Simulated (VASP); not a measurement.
Output of a VASP run:

File OSZICAR:
```
       N       E                     dE             d eps       ncg     rms          rms(c)
DAV:   1    -0.327482945578E+01   -0.32748E+01   -0.32837E+03  4176   0.790E+02
DAV:   2    -0.530149167378E+02   -0.49740E+02   -0.43556E+02  4000   0.286E+02
DAV:   3    -0.545150047204E+02   -0.15001E+01   -0.14780E+01  5416   0.421E+01
DAV:   4    -0.545217237340E+02   -0.67190E-02   -0.67177E-02  4240   0.301E+00
DAV:   5    -0.545217595031E+02   -0.35769E-04   -0.35768E-04  5176   0.210E-01    0.169E+01
DAV:   6    -0.527995404953E+02    0.17222E+01   -0.42187E-01  5016   0.765E+00    0.800E+00
DAV:   7    -0.530194133020E+02   -0.21987E+00   -0.19163E-01  4184   0.537E+00    0.330E+00
DAV:   8    -0.531824154184E+02   -0.16300E+00   -0.18362E-02  4096   0.176E+00    0.113E+00
DAV:   9    -0.531868278965E+02   -0.44125E-02   -0.47918E-03  5320   0.776E-01    0.102E-01
DAV:  10    -0.531883507076E+02   -0.15228E-02   -0.34559E-04  3992   0.263E-01    0.123E-01
DAV:  11    -0.531882611308E+02    0.89577E-04   -0.12301E-04  4536   0.115E-01    0.876E-02
DAV:  12    -0.531883604583E+02   -0.99328E-04   -0.40239E-05  4712   0.680E-02    0.143E-02
DAV:  13    -0.531883799320E+02   -0.19474E-04   -0.52365E-06  3912   0.304E-02    0.119E-02
DAV:  14    -0.531883848637E+02   -0.49317E-05   -0.50476E-07  3040   0.946E-03    0.618E-03
DAV:  15    -0.531883858891E+02   -0.10254E-05   -0.30605E-07  2000   0.672E-03    0.251E-03
DAV:  16    -0.531883861616E+02   -0.27252E-06   -0.14896E-07  1968   0.428E-03
   1 F= -.53188386E+02 E0= -.53188146E+02  d E =-.479989E-03  mag=     0.0000     0.0000     0.0000
       N       E                     dE             ncg
```

File OUTCAR:
```
------------------------ aborting loop because EDIFF is reached ----------------------------------------
  FORCE on cell =-STRESS in cart. coord.  units (eV):
  Direction    XX          YY          ZZ          XY          YZ          ZX
  --------------------------------------------------------------------------------------
  Total        0.0413414      0.0413414      0.0413414      0.0000000     -0.0000000      0.0000000
  in kB        4.7005431      4.7005431      4.7005431      0.0000000     -0.0000000      0.0000000
  external PRESSURE =       4.7005431 kB  Pullay stress =       0.0000000 kB
  volume of cell :       14.09
      direct lattice vectors                 reciprocal lattice vectors
     0.000000000  1.917076056  1.917076056    -0.260813857  0.260813857  0.260813857
     1.917076056  0.000000000  1.917076056     0.260813857 -0.260813857  0.260813857
     1.917076056  1.917076056  0.000000000     0.260813857  0.260813857 -0.260813857
 POSITION                                       TOTAL-FORCE (eV/Angst)
 -----------------------------------------------------------------------------------
      0.00000      0.00000      0.00000         0.000000      0.000000      0.000000
 -----------------------------------------------------------------------------------
    total drift:                                0.000000      0.000000      0.000000
  FREE ENERGIE OF THE ION-ELECTRON SYSTEM (eV)
  ---------------------------------------------------
  free  energy   TOTEN  =       -53.1883861616 eV

  energy  without entropy=      -53.1879061721  energy(sigma->0) =      -53.18814617

 Ion:    1  E_soc:     -0.6538721
```
(Selected blocks of OUTCAR.)

**POSCAR**
```
Os
1
    0.0000000000     1.9170760556     1.9170760556
    1.9170760556    -0.0000000000     1.9170760556
    1.9170760556     1.9170760556     0.0000000000
Os
1
Direct
  0.0000000000   0.0000000000   0.0000000000
```

Task: Reconstruct the remaining input files.

Result: This is not unique; one that fits is the input of the run itself, r2SCAN meta-GGA with spin-orbit coupling, plane waves, VASP's PBE PAW potentials (set 64).

**KPOINTS_OPT**
```
k-points along high-symmetry lines
8
Line-mode
Reciprocal
  0.000000   0.000000   0.000000 ! GAMMA
  0.500000   0.000000   0.500000 ! X

  0.500000   0.000000   0.500000 ! X
  0.625000   0.250000   0.625000 ! U

  0.375000   0.375000   0.750000 ! K
  0.000000   0.000000   0.000000 ! GAMMA

  0.000000   0.000000   0.000000 ! GAMMA
  0.500000   0.500000   0.500000 ! L

  0.500000   0.500000   0.500000 ! L
  0.500000   0.250000   0.750000 ! W

  0.500000   0.250000   0.750000 ! W
  0.500000   0.000000   0.500000 ! X
```

INCAR:
```
SYSTEM  =  Os
PREC  =  Accurate; ENCUT  =  400; LREAL  =  .FALSE.
LASPH  =  .TRUE.
EDIFF  =  1E-6; NELM  =  100; ALGO  =  Normal
LMAXMIX  =  6; LMIXTAU  =  .TRUE.
ISMEAR  =  0; SIGMA  =  0.05
METAGGA  =  R2SCAN; GGA_COMPAT  =  .FALSE.
MAGMOM  =  3*0; LSORBIT  =  .TRUE.
LWAVE  =  .FALSE.; LCHARG  =  .FALSE.
```

KPOINTS:
```
Regular mesh
0
Gamma
15 15 15
```

POTCAR, in this order: Os (PBE.64 set). Program: vasp_ncl.

The structure comes from a measured Os entry (Fm-3m) of the Crystallography Open Database, whose conditions weren't checked. It was relaxed first.
